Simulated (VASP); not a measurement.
Method: revPBE GGA, VASP's PBE PAW potentials (set 64) (plane waves; VASP).

VASP ran on this input.

### POSCAR
```
InAs
1
    0.0000000000     3.1189039521     3.1189039521
    3.1189039521     0.0000000000     3.1189039521
    3.1189039521     3.1189039521     0.0000000000
In As
1 1
Direct
  0.0000000000   0.0000000000   0.0000000000
  0.2500000000   0.2500000000   0.2500000000
```

KPOINTS:
```
Automatic mesh
0
Gamma
11 11 11
0 0 0
```

**INCAR**
```
ALGO = Normal
EDIFF = 1E-7
ENCUT = 520
GGA = RE
ISIF = 2
ISMEAR = -5
LASPH = .TRUE.
LCHARG = .TRUE.
LMAXMIX = 4
LORBIT = 11
LREAL = .FALSE.
LWAVE = .FALSE.
NEDOS = 601
NELM = 100
PREC = Accurate
SYSTEM = InAs
```

POTCAR, in this order: In_d As (PBE.64 set). Program: vasp_std.

The resulting files:

**OUTCAR**
```
 ion  position               nearest neighbor table
   1  0.000  0.000  0.000-   2 2.70   2 2.70   2 2.70   2 2.70
   2  0.250  0.250  0.250-   1 2.70   1 2.70   1 2.70   1 2.70
  LATTYP: Found a face centered cubic cell.
 ALAT       =     6.2378079042
 Subroutine PRICEL returns:
 Original cell was already a primitive cell.
 Subroutine GETGRP returns: Found 24 space group operations
The static configuration has the point symmetry T_d .
The dynamic configuration has the point symmetry T_d .
 Subroutine INISYM returns: Found 24 space group operations
 Subroutine IBZKPT returns following result:
 Found     56 irreducible k-points:

 Following reciprocal coordinates:
            Coordinates               Weight
  0.000000  0.000000  0.000000      1.000000
  0.090909  0.000000  0.000000      8.000000
  0.181818  0.000000  0.000000      8.000000
  0.272727  0.000000  0.000000      8.000000
  0.363636  0.000000  0.000000      8.000000
  0.454545  0.000000  0.000000      8.000000
  0.090909  0.090909  0.000000      6.000000
  0.181818  0.090909  0.000000     24.000000
  0.272727  0.090909  0.000000     24.000000
  0.363636  0.090909  0.000000     24.000000
  0.454545  0.090909  0.000000     24.000000
 -0.454545  0.090909  0.000000     24.000000
 -0.363636  0.090909  0.000000     24.000000
 -0.272727  0.090909  0.000000     24.000000
 -0.181818  0.090909  0.000000     24.000000
 -0.090909  0.090909  0.000000     12.000000
  0.181818  0.181818  0.000000      6.000000
  0.272727  0.181818  0.000000     24.000000
  0.363636  0.181818  0.000000     24.000000
  0.454545  0.181818  0.000000     24.000000
 -0.454545  0.181818  0.000000     24.000000
 -0.363636  0.181818  0.000000     24.000000
 -0.272727  0.181818  0.000000     24.000000
 -0.181818  0.181818  0.000000     12.000000
...
```

### OSZICAR
```
       N       E                     dE             d eps       ncg     rms          rms(c)
DAV:   1     0.112931208623E+03    0.11293E+03   -0.84853E+03  1461   0.145E+03
DAV:   2     0.965468573592E+00   -0.11197E+03   -0.10914E+03  1511   0.315E+02
DAV:   3    -0.714133998996E+01   -0.81068E+01   -0.80545E+01  1912   0.892E+01
DAV:   4    -0.736133768429E+01   -0.22000E+00   -0.21976E+00  1740   0.169E+01
DAV:   5    -0.737082701812E+01   -0.94893E-02   -0.94889E-02  2092   0.303E+00    0.389E+00
DAV:   6    -0.715325697362E+01    0.21757E+00   -0.42107E-01  2164   0.109E+01    0.222E+00
DAV:   7    -0.714208470682E+01    0.11172E-01   -0.12586E-01  1994   0.309E+00    0.719E-01
DAV:   8    -0.714635803717E+01   -0.42733E-02   -0.13341E-02  1621   0.158E+00    0.152E-01
DAV:   9    -0.714767273509E+01   -0.13147E-02   -0.17636E-03  1781   0.472E-01    0.970E-02
DAV:  10    -0.714794048805E+01   -0.26775E-03   -0.28509E-04  1682   0.190E-01    0.575E-02
DAV:  11    -0.714808131332E+01   -0.14083E-03   -0.45615E-04  1576   0.171E-01    0.388E-02
DAV:  12    -0.714808153662E+01   -0.22330E-06   -0.12877E-05  1666   0.293E-02    0.155E-02
DAV:  13    -0.714808278018E+01   -0.12436E-05   -0.50479E-06  1696   0.168E-02    0.692E-03
DAV:  14    -0.714808344173E+01   -0.66154E-06   -0.44815E-07  1736   0.508E-03    0.187E-03
DAV:  15    -0.714808360366E+01   -0.16193E-06   -0.31056E-08  1158   0.186E-03    0.150E-03
DAV:  16    -0.714808368939E+01   -0.85732E-07   -0.11197E-08   838   0.180E-03
   1 F= -.71480837E+01 E0= -.71480837E+01  d E =0.000000E+00
```

OUTCAR:
```
------------------------ aborting loop because EDIFF is reached ----------------------------------------
  FORCE on cell =-STRESS in cart. coord.  units (eV):
  Direction    XX          YY          ZZ          XY          YZ          ZX
  --------------------------------------------------------------------------------------
  Total       -0.0030440     -0.0030440     -0.0030440      0.0000000      0.0000000      0.0000000
  in kB       -0.0803757     -0.0803757     -0.0803757      0.0000000      0.0000000      0.0000000
  external PRESSURE =      -0.0803757 kB  Pullay stress =       0.0000000 kB
  volume of cell :       60.68
      direct lattice vectors                 reciprocal lattice vectors
     0.000000000  3.118903952  3.118903952    -0.160312728  0.160312728  0.160312728
     3.118903952  0.000000000  3.118903952     0.160312728 -0.160312728  0.160312728
     3.118903952  3.118903952  0.000000000     0.160312728  0.160312728 -0.160312728
  FREE ENERGIE OF THE ION-ELECTRON SYSTEM (eV)
  ---------------------------------------------------
  free  energy   TOTEN  =        -7.1480836894 eV

  energy  without entropy=       -7.1480836894  energy(sigma->0) =       -7.14808369

 total charge

# of ion       s       p       d       tot
------------------------------------------
    1        0.847   0.645   9.877  11.370
    2        1.223   1.517   0.018   2.758
--------------------------------------------------
tot          2.071   2.162   9.895  14.128
```
(Selected blocks of OUTCAR.)

File OUTCAR:
```
 val. band max:        3.6966029943   @ k =   0.0000   0.0000   0.0000

 cond. band min:       3.6966031346   @ k =   0.0000   0.0000   0.0000


 Fermi energy:         3.6982565513

 k-point     1 :       0.0000    0.0000    0.0000
  band No.  band energies     occupation
      1     -10.5543      2.00000
      2     -10.5543      2.00000
      3     -10.5543      2.00000
      4     -10.4641      2.00000
      5     -10.4641      2.00000
      6      -7.5727      2.00000
      7       3.1211      2.00000
      8       3.6966      2.00000
      9       3.6966      2.00000
     10       3.6966      0.00001
     11       7.5879      0.00000
     12       7.5879      0.00000
     13       7.5879      0.00000

 k-point     2 :       0.0909    0.0000    0.0000
  band No.  band energies     occupation
      1     -10.5612      2.00000
      2     -10.5521      2.00000
      3     -10.5521      2.00000
      4     -10.4642      2.00000
      5     -10.4642      2.00000
      6      -7.5006      2.00000
      7       2.2205      2.00000
      8       3.6059      2.00000
      9       3.6059      2.00000
     10       4.3551     -0.00000
     11       7.6149      0.00000
     12       7.7274      0.00000
     13       7.7274      0.00000

 k-point     3 :       0.1818    0.0000    0.0000
  band No.  band energies     occupation
      1     -10.5794      2.00000
      2     -10.5463      2.00000
      3     -10.5463      2.00000
      4     -10.4639      2.00000
      5     -10.4639      2.00000
      6      -7.2940      2.00000
      7       1.0360      2.00000
      8       3.3899      2.00000
      9       3.3899      2.00000
     10       4.7593      0.00000
     11       8.0096      0.00000
     12       8.0368      0.00000
     13       8.0368      0.00000

 k-point     4 :       0.2727    0.0000    0.0000
  band No.  band energies     occupation
      1     -10.6022      2.00000
      2     -10.5396      2.00000
      3     -10.5396      2.00000
...
```

For a metal the tetrahedron method with Blöchl corrections gives inexact stress and forces. Unless said otherwise, spin-orbit coupling is left out, though it shifts the bands of the heavy elements here.

The compound is InAs in the zinc blende structure. It was relaxed first, which changed the volume by +9 %.
